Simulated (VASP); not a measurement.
# InSbO2 (P4/nmm) in VASP: density of states with PBE

Aim: the density of states of InSbO2 with PBE.

Everything below comes from runs of VASP 6.6.1. Logs are shortened: lines on timing, memory, paths and dates and some standing lists are left out, and cuts for length are marked.

## 1. The crystal as given

It takes space group P4/nmm (No. 129, tetragonal). The conventional cell has a = 3.842 Å, b = 3.842 Å, c = 9.818 Å, α = 90.00°, β = 90.00°, γ = 90.00°. Around In (site symmetry 4mm) lie 4 O at 2.45 Å. Around Sb (site symmetry 4mm) lie 4 O at 2.12 Å. Around O (site symmetry 2mm) lie 2 Sb at 2.12 Å.

The cell was built by a generator and needn't be a form met in nature.

## 2. Density of states, PBE

Contents of POSCAR:

```
InSbO2
1.0
    3.8419000000      0.0000000000      0.0000000000
    0.0000000000      3.8419000000      0.0000000000
    0.0000000000      0.0000000000      9.8180900000
In Sb O
2 2 4
Direct
    0.0000000000      0.5000000000      0.9042510000
    0.5000000000      0.0000000000      0.0957490000
    0.5000000000      0.0000000000      0.6576170000
    0.0000000000      0.5000000000      0.3423830000
    0.5000000000      0.5000000000      0.7492390000
    0.0000000000      0.0000000000      0.7492390000
    0.0000000000      0.0000000000      0.2507610000
    0.5000000000      0.5000000000      0.2507610000
```

Contents of INCAR.step1:

```
PREC     = Accurate       # precision mode
ENCUT    = 520            # plane-wave cutoff, eV
EDIFF    = 1E-6           # SCF threshold, eV
ISMEAR   = 0              # smearing method
SIGMA    = 0.1            # smearing width, eV
LREAL    = F              # projectors in reciprocal space
LASPH    = T              # aspherical terms in the spheres
NELM     = 80             # most SCF steps
ALGO     = Normal         # electronic algorithm
ISIF     = 2              # what is computed and relaxed
LWAVE    = F              # write WAVECAR
LCHARG   = T              # write CHGCAR
GGA      = PE             # functional
KPAR     = 4
```

Contents of KPOINTS.step1:

```
regular mesh
0
Gamma
  8 8 4
```

Contents of INCAR.step2:

```
PREC     = Accurate       # precision mode
ENCUT    = 520            # plane-wave cutoff, eV
EDIFF    = 1E-6           # SCF threshold, eV
ISMEAR   = -5             # smearing method
SIGMA    = 0.1            # smearing width, eV
LREAL    = F              # projectors in reciprocal space
LASPH    = T              # aspherical terms in the spheres
NELM     = 80             # most SCF steps
ALGO     = Normal         # electronic algorithm
ISIF     = 2              # what is computed and relaxed
LWAVE    = F              # write WAVECAR
LCHARG   = F              # write CHGCAR
GGA      = PE             # functional
LORBIT   = 11             # projections on sites
KPAR     = 4            
NEDOS    = 2001           # points of the DOS
ICHARG   = 11             # starting density
```

Contents of KPOINTS.step2:

```
regular mesh
0
Gamma
  12 12 6
```

Potentials or basis: VASP PAW PBE potentials, release 64 (In_d, Sb, O).

On the command line:

```sh
cat potpaw_PBE.64/In_d/POTCAR potpaw_PBE.64/Sb/POTCAR potpaw_PBE.64/O/POTCAR > POTCAR
cp INCAR.step1 INCAR
cp KPOINTS.step1 KPOINTS
mpirun -np 4 vasp_std > vasp.out
cp INCAR.step2 INCAR
cp KPOINTS.step2 KPOINTS
mpirun -np 4 vasp_std > vasp.out
```

OUTCAR:

```text
PREC = Accurate
   ENCUT = 520
   EDIFF = 1E-6
   ISMEAR = -5
   LREAL = F
   LASPH = T
   NELM = 80
   ISIF = 2
   GGA = PE
   LORBIT = 11
   ICHARG = 11

 ion  position               nearest neighbor table
   1  0.000  0.500  0.904-   5 2.45   6 2.45   6 2.45   5 2.45   2 3.30   2 3.30   2 3.30   2 3.30
                             3 3.64   3 3.64   3 3.64   3 3.64
   2  0.500  0.000  0.096-   7 2.45   8 2.45   8 2.45   7 2.45   1 3.30   1 3.30   1 3.30   1 3.30
                             4 3.64   4 3.64   4 3.64   4 3.64
   3  0.500  0.000  0.658-   5 2.12   6 2.12   5 2.12   6 2.12   1 3.64   1 3.64   1 3.64   1 3.64

   4  0.000  0.500  0.342-   7 2.12   8 2.12   7 2.12   8 2.12   2 3.64   2 3.64   2 3.64   2 3.64

   5  0.500  0.500  0.749-   3 2.12   3 2.12   1 2.45   1 2.45
   6  0.000  0.000  0.749-   3 2.12   3 2.12   1 2.45   1 2.45
   7  0.000  0.000  0.251-   4 2.12   4 2.12   2 2.45   2 2.45
   8  0.500  0.500  0.251-   4 2.12   4 2.12   2 2.45   2 2.45

  LATTYP: Found a simple tetragonal cell.
 ALAT       =     3.8419000000
 C/A-ratio  =     2.5555298160

  Lattice vectors:

 A1 = (   3.8419000000,   0.0000000000,   0.0000000000)
 A2 = (   0.0000000000,   3.8419000000,   0.0000000000)
 A3 = (   0.0000000000,   0.0000000000,   9.8180900000)

Analysis of symmetry for initial positions (statically):
=====================================================================
 Subroutine PRICEL returns:
 Original cell was already a primitive cell.

 Routine SETGRP: Setting up the symmetry group for a
 simple tetragonal supercell.

 Subroutine GETGRP returns: Found 16 space group operations
 (whereof  8 operations were pure point group operations)
 out of a pool of 16 trial point group operations.

The static configuration has the point symmetry D_2d.
 The point group associated with its full space group is D_4h.

Analysis of symmetry for dynamics (positions and initial velocities):
=====================================================================
 Subroutine PRICEL returns:
 Original cell was already a primitive cell.

 Routine SETGRP: Setting up the symmetry group for a
 simple tetragonal supercell.

 Subroutine GETGRP returns: Found 16 space group operations
 (whereof  8 operations were pure point group operations)
 out of a pool of 16 trial point group operations.

The dynamic configuration has the point symmetry D_2d.
 The point group associated with its full space group is D_4h.

 Subroutine INISYM returns: Found 16 space group operations
 (whereof  8 operations are pure point group operations),
 and found     1 'primitive' translations

----------------------------------------------------------------------------------------

                                     Primitive cell

  volume of cell :     144.9169

  direct lattice vectors                    reciprocal lattice vectors
     3.841900000  0.000000000  0.000000000     0.260287878  0.000000000  0.000000000
     0.000000000  3.841900000  0.000000000     0.000000000  0.260287878  0.000000000
     0.000000000  0.000000000  9.818090000     0.000000000  0.000000000  0.101852804

  length of vectors
     3.841900000  3.841900000  9.818090000     0.260287878  0.260287878  0.101852804

  position of ions in fractional coordinates (direct lattice)
     0.000000000  0.500000000  0.904251000
     0.500000000  0.000000000  0.095749000
     0.500000000  0.000000000  0.657617000
     0.000000000  0.500000000  0.342383000
     0.500000000  0.500000000  0.749239000
     0.000000000  0.000000000  0.749239000
     0.000000000  0.000000000  0.250761000
     0.500000000  0.500000000  0.250761000

  ion indices of the primitive-cell ions
   primitive index   ion index
                 1           1
                 2           2
                 3           3
                 4           4
                 5           5
                 6           6
                 7           7
                 8           8

----------------------------------------------------------------------------------------

 KPOINTS: regular mesh

Automatic generation of k-mesh.
 Grid dimensions read from file:
 generate k-points for:   12   12    6

 Generating k-lattice:

  Cartesian coordinates                     Fractional coordinates (reciprocal lattice)
     0.021690657  0.000000000  0.000000000     0.083333333  0.000000000  0.000000000
     0.000000000  0.021690657  0.000000000     0.000000000  0.083333333  0.000000000
     0.000000000  0.000000000  0.016975467     0.000000000  0.000000000  0.166666667

  Length of vectors
     0.021690657  0.021690657  0.016975467

  Shift w.r.t. Gamma in fractional coordinates (k-lattice)
     0.000000000  0.000000000  0.000000000

 TETIRR: Found   1296 inequivalent tetrahedra from     5184

 Subroutine IBZKPT returns following result:
 ===========================================

 Found    112 irreducible k-points:

 Following reciprocal coordinates:
            Coordinates               Weight
  0.000000  0.000000  0.000000      1.000000
  0.083333  0.000000  0.000000      4.000000
  0.166667  0.000000  0.000000      4.000000
  0.250000  0.000000  0.000000      4.000000
  0.333333  0.000000  0.000000      4.000000
  0.416667  0.000000  0.000000      4.000000
[... 16 lines left out ...]
  0.333333  0.333333  0.000000      4.000000
  0.416667  0.333333  0.000000      8.000000
 [... further k-points ...]
   k-points           NKPTS =    112   k-points in BZ     NKDIM =    112   number of bands    NBANDS=     36
   number of dos      NEDOS =   2001   number of ions     NIONS =      8
   total plane-waves  NPLWV =  72000
   dimension x,y,z NGX =    30 NGY =   30 NGZ =   80
   dimension x,y,z NGXF=    60 NGYF=   60 NGZF=  160
   ions per type =               2   2   4
   NGX,Y,Z   is equivalent  to a cutoff of  12.98, 12.98, 13.55 a.u.
   NGXF,Y,Z  is equivalent  to a cutoff of  25.96, 25.96, 27.09 a.u.
 SYSTEM =  unknown system
   PREC   = accura    normal or accurate (medium, high low for compatibility)
   ISTART =      0    job   : 0-new  1-cont  2-samecut
   ICHARG =     11    charge: 1-file 2-atom 10-const
   ISPIN  =      1    spin polarized calculation?
   LNONCOLLINEAR =      F non collinear calculations
   LSORBIT =      F    spin-orbit coupling
   LASPH  =      T    aspherical Exc in radial PAW
   ENCUT  =  520.0 eV  38.22 Ry    6.18 a.u.   7.14  7.14 18.26*2*pi/ulx,y,z
   NELM   =     80;   NELMIN=  2; NELMDL=  0     # of ELM steps
   EDIFF  = 0.1E-05   stopping-criterion for ELM
   LREAL  =      F    real-space projection
   EDIFFG = 0.1E-04   stopping-criterion for IOM
   NSW    =      0    number of steps for IOM
   IBRION =     -1    ionic relax: 0-MD 1-quasi-New 2-CG
   NFREE  =      0    steps in history (QN), initial steepest desc. (CG)
   ISIF   =      2    stress and relaxation
   ISYM   =      2    0-nonsym 1-usesym 2-fastsym
   POTIM  = 0.5000    time-step for ionic-motion
   TEBEG  =    0.0;   TEEND  =   0.0 temperature during run
   PSTRESS=    0.0 pullay stress
   NELECT =      60.0000    total number of electrons
   NUPDOWN=      -1.0000    fix difference up-down
   EMIN   =  10.00;   EMAX   =-10.00  energy-range for DOS
   EFERMI =   0.00;   METHOD = LEGACY
   ISMEAR =    -5;   SIGMA  =   0.10  broadening in eV -4-tet -1-fermi 0-gaus
   EFERMI_NEDOS =   21; number of points for ismear=-14 and -15
   IALGO  =     38    algorithm
   IMIX   =      4    mixing-type and parameters
     AMIX     =   0.40;   BMIX     =  1.00
     AMIX_MAG =   1.60;   BMIX_MAG =  1.00
  volume/ion in A,a.u.               =      18.11       122.24
  Fermi-wavevector in a.u.,A,eV,Ry     =   1.220166  2.305779 20.256418  1.488805
  Thomas-Fermi vector in A             =   2.355393
   LORBIT       =     11    0 simple, 1 ext, 2 COOP (PROOUT), +10 PAW based schemes
   GGA     = PE    functional components
   LHFCALC =     F    Hartree Fock is set to
   AEXX    =    0.0000 exact exchange contribution
   IVDW    =     0    specifies the selected vdW correction
   LEPSILON=     F    determine dielectric tensor
   LRPA    =     F    only Hartree local field effects (RPA)
 non-spin polarized calculation
 Fermi weights with tetrahedron method with Bloechl corrections
  energy-cutoff  :      520.00
  volume of cell :      144.92
 maximum number of plane-waves:      3936
 NGX is ok and might be reduce to    30

 number of electron      59.9999997 magnetization

 Free energy of the ion-electron system (eV)
  ---------------------------------------------------
  ext. energy  EPLUGINS =         0.00000000
  ---------------------------------------------------
  free energy    TOTEN  =       -41.74671433 eV

  energy without entropy =      -41.74671433  energy(sigma->0) =      -41.74671433

 E-fermi :   6.9487     XC(G=0):  -9.9164

 val. band max:        7.0744522428   @ k =   0.1667   0.1667   0.5000
 cond. band min:       6.9195382107   @ k =   0.4167   0.4167   0.0000
 fundamental gap:     -0.1549140321
 Fermi energy:         6.9486888904

 k-point     1 :       0.0000    0.0000    0.0000
  band No.  band energies     occupation
      1     -13.7444      2.00000
      2     -13.7190      2.00000
      3     -11.6342      2.00000
      4     -11.6275      2.00000
      5      -7.5973      2.00000
      6      -7.5973      2.00000
[... 28 lines left out ...]
     35      10.9286      0.00000
     36      11.1226      0.00000
[... 866 lines left out ...]
      6      -7.6071      2.00000
[... 28 lines left out ...]
     35       9.5649      0.00000
     36      10.1894      0.00000

 [... further k-points ...]

------------------------ aborting loop because EDIFF is reached ----------------------------------------

  FORCE on cell =-STRESS in cart. coord.  units (eV):
  Direction    XX          YY          ZZ          XY          YZ          ZX
  --------------------------------------------------------------------------------------
  -------------------------------------------------------------------------------------
  Total       -0.1425187     -0.1425187     -0.2643410      0.0000000      0.0000000      0.0000000
  in kB       -1.5756632     -1.5756632     -2.9225100      0.0000000      0.0000000      0.0000000
  external PRESSURE =      -2.0246122 kB  Pullay stress =       0.0000000 kB

 VOLUME and BASIS-vectors are now :
 -----------------------------------------------------------------------------
  energy-cutoff  :      520.00
  volume of cell :      144.92
      direct lattice vectors                 reciprocal lattice vectors
     3.841900000  0.000000000  0.000000000     0.260287878  0.000000000  0.000000000
     0.000000000  3.841900000  0.000000000     0.000000000  0.260287878  0.000000000
     0.000000000  0.000000000  9.818090000     0.000000000  0.000000000  0.101852804

 POSITION                                       TOTAL-FORCE (eV/Angst)
 -----------------------------------------------------------------------------------
      0.00000      1.92095      8.87802         0.000000     -0.000000     -0.031775
      1.92095      0.00000      0.94007         0.000000      0.000000      0.031775
      1.92095      0.00000      6.45654         0.000000     -0.000000      0.030880
      0.00000      1.92095      3.36155         0.000000     -0.000000     -0.030880
      1.92095      1.92095      7.35610         0.000000     -0.000000      0.002874
      0.00000      0.00000      7.35610         0.000000     -0.000000      0.002874
      0.00000      0.00000      2.46199         0.000000      0.000000     -0.002874
      1.92095      1.92095      2.46199         0.000000      0.000000     -0.002874
 -----------------------------------------------------------------------------------
    total drift:                               -0.000000      0.000000      0.000000

  FREE ENERGIE OF THE ION-ELECTRON SYSTEM (eV)
  ---------------------------------------------------
  free  energy   TOTEN  =       -41.7467143337 eV

  energy  without entropy=      -41.7467143337  energy(sigma->0) =      -41.74671433

 total charge

# of ion       s       p       d       tot
------------------------------------------
    1        0.948   0.400   9.893  11.241
    2        0.948   0.400   9.893  11.241
    3        1.215   0.914   0.110   2.239
    4        1.215   0.914   0.110   2.239
    5        1.582   3.411   0.000   4.992
    6        1.582   3.411   0.000   4.992
    7        1.582   3.411   0.000   4.992
    8        1.582   3.411   0.000   4.992
--------------------------------------------------
tot         10.653  16.271  20.006  46.931
```

It took 3 min on 4 MPI ranks of Intel Xeon Platinum 8488C (Sapphire Rapids), shared host; peak memory 0.6 GiB.

Results:

* Valence electrons inside the program's atomic spheres: In 11.24; Sb 2.24; O 4.99

States per cell in windows of 1 eV (zero at the Fermi level; states under -8 eV left out):
```csv
from (eV),total,O5_p,O6_p,O7_p,O8_p,Sb3_p,Sb4_p
-8.0,2.21,0.20,0.20,0.20,0.20,0.09,0.09
-7.0,5.82,0.60,0.60,0.60,0.60,0.25,0.25
-6.0,4.32,0.50,0.50,0.50,0.50,0.15,0.15
-5.0,4.09,0.58,0.58,0.58,0.58,0.05,0.05
-4.0,5.95,0.80,0.80,0.80,0.80,0.17,0.17
-3.0,3.62,0.44,0.44,0.44,0.44,0.07,0.07
-2.0,1.10,0.05,0.05,0.05,0.05,0.01,0.01
-1.0,0.90,0.03,0.03,0.03,0.03,0.04,0.04
0.0,1.84,0.06,0.06,0.06,0.06,0.16,0.16
1.0,3.15,0.14,0.14,0.14,0.14,0.22,0.22
2.0,3.58,0.14,0.14,0.14,0.14,0.25,0.25
3.0,3.21,0.13,0.13,0.13,0.13,0.27,0.27
4.0,0.22,0.01,0.01,0.01,0.01,0.02,0.02
```

Caveat: tetrahedron occupations give inexact forces and stress in metals. The run has no spin-orbit coupling, so splittings on Sb are missing.
